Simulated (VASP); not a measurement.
An input for Ansatz (written as the equivalent of a VASP run, and not itself run):

Ansatz 0.2 input:
```yaml
crystal:
  lattice:
    - [4.2565924, 0.0000000, 0.0000000]
    - [0.0000000, 4.2565924, 0.0000000]
    - [0.0000000, 0.0000000, 4.2565924]
  atoms:
    - { symbol: Co, position: [0.8524983, 0.6475017, 0.3524983] }
    - { symbol: Co, position: [0.3524983, 0.8524983, 0.6475017] }
    - { symbol: Co, position: [0.1475017, 0.1475017, 0.1475017] }
    - { symbol: Co, position: [0.6475017, 0.3524983, 0.8524983] }
    - { symbol: Si, position: [0.1560149, 0.3439851, 0.6560149] }
    - { symbol: Si, position: [0.6560149, 0.1560149, 0.3439851] }
    - { symbol: Si, position: [0.8439851, 0.8439851, 0.8439851] }
    - { symbol: Si, position: [0.3439851, 0.6560149, 0.1560149] }
kpoints:
  mp_grid: { grid: [7, 7, 7] }
hamiltonian:
  xc: lda
  pseudopotentials: { kind: paw }
scf:
  occupations: { method: methfessel_paxton, width: 0.1 }
  max_iter: 100
relax:
  max_steps: 40
  f_tol: 0.02
  cell: { p_target: 30 }
output: { forces: true, stress: true, eigenvalues: true }
```

Q: Translate this input to VASP (INCAR, KPOINTS, POSCAR, choice of POTCAR).

A: This is not unique; one that fits is 
### INCAR
```
SYSTEM  =  CoSi
PREC  =  Accurate; ENCUT  =  500; LREAL  =  .False.
LASPH  =  .True.
EDIFF  =  1E-6; NELM  =  100; ALGO  =  Normal
LMAXMIX  =  4
ISMEAR  =  1; SIGMA  =  0.1
IBRION  =  2; NSW  =  40; ISIF  =  3
EDIFFG  =  -0.02; PSTRESS  =  300
LWAVE  =  .False.; LCHARG  =  .False.
```

KPOINTS:
```
Automatic
0
Gamma
7 7 7
0 0 0
```

### POSCAR
```
CoSi
1
    4.2565923762     0.0000000000     0.0000000000
    0.0000000000     4.2565923762     0.0000000000
    0.0000000000     0.0000000000     4.2565923762
Co Si
4 4
Direct
  0.8524983017   0.6475016983   0.3524983017
  0.3524983017   0.8524983017   0.6475016983
  0.1475016983   0.1475016983   0.1475016983
  0.6475016983   0.3524983017   0.8524983017
  0.1560149144   0.3439850856   0.6560149144
  0.6560149144   0.1560149144   0.3439850856
  0.8439850856   0.8439850856   0.8439850856
  0.3439850856   0.6560149144   0.1560149144
```

POTCAR, in this order: Co Si (LDA.64 set). Program: vasp_std.

The two are equivalent in intent, not identical: each code has its own PAW files, so the cut-off isn't converted (ENCUT is set for VASP's; basis.ecutwfc is left out, and Ansatz then takes the one that its files recommend); Ansatz stops its SCF on the density residual and VASP on the energy change (EDIFF); Ansatz's lda is the Perdew-Wang form, while the LDA potentials of VASP carry Perdew-Zunger's.

The compound is CoSi in the B20 structure. This run relaxes it under an external pressure of 30 GPa. Symmetry was kept, so distortions that lower it aren't found.
